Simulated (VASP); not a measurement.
Consider the following.

```
Ca
1.0
    0.00000     2.79000     2.79000
    2.79000     0.00000     2.79000
    2.79000     2.79000     0.00000
Ca
1
Direct
  0.00000   0.00000   0.00000
```

All values below come from revPBE GGA, VASP's PBE PAW potentials (set 64) (plane waves; VASP). Numerical set-up: 520 eV cut-off, 10×10×10 Γ-centred mesh, first-order Methfessel-Paxton smearing of 0.10 eV, potentials Ca_sv.

**Question.** The ions, cell shape and volume are relaxed. Give the cell that the relaxation ends in.

**Answer.** 
```
Ca
1.0
    0.00000     2.79979     2.79979
    2.79979     0.00000     2.79979
    2.79979     2.79979     0.00000
Ca
1
Cartesian
  0.00000   0.00000   0.00000
```
Space group Fm-3m (225), at a tolerance of 0.03 Å.

**Question.** How do energy and volume change from the first to the last step?

**Answer.** The energy (σ→0) changes by -0.3 meV/atom and the volume by +1.1 %, in 3 ionic steps.

The compound is Ca in the fcc structure. This run relaxes it. Symmetry was kept, so distortions that lower it aren't found.
